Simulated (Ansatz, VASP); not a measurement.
**One calculation of Ni3Hg, two programs**

```
CELL_PARAMETERS angstrom
3.81836 0.00000 0.00000
0.00000 3.81836 0.00000
0.00000 0.00000 3.81836
ATOMIC_POSITIONS crystal
Hg 0.00000 0.00000 0.00000
Ni 0.50000 0.50000 0.00000
Ni 0.50000 0.00000 0.50000
Ni 0.00000 0.50000 0.50000
```

Change from the starting cell: volume scaled by 1.06.

Alike in both runs: task single point; functional PBE; k mesh 7 × 7 × 7; occupations fermi-dirac, width 0.05 eV; collinear spin, ferromagnetic start.

|  | VASP | Ansatz |
| --- | --- | --- |
| version | VASP 6.6.1 | Ansatz 0.2.0 |
| potentials or method | VASP PAW PBE potentials, release 64 (Hg, Ni) | Ansatz PAW |
| plane-wave cutoff (eV) | 520 | 420 |
| valence electrons in the cell | 42 | 74 |

|  | VASP | Ansatz | Ansatz less VASP |
| --- | --- | --- | --- |
| gap on the k mesh at the Fermi level (eV) | none | none | - |
| pressure (GPa) | -6.3 | -7.0 | -0.79 |
| net moment per atom (μB) | 0.28 | 0.29 | +0.008 |
| size of the moment on the site where the two differ most (μB) | 0.40 | 0.42 | +0.017 |

Site moments also hang on the region over which each program counts them. A gap of «none» marks a metal or a gap that the smearing closes. With one functional, cell and mesh, what is left measures potentials, basis and numerics. The two sets of potentials don't hold the same shells in valence.

The runs have no spin-orbit coupling, so splittings on Hg are missing.
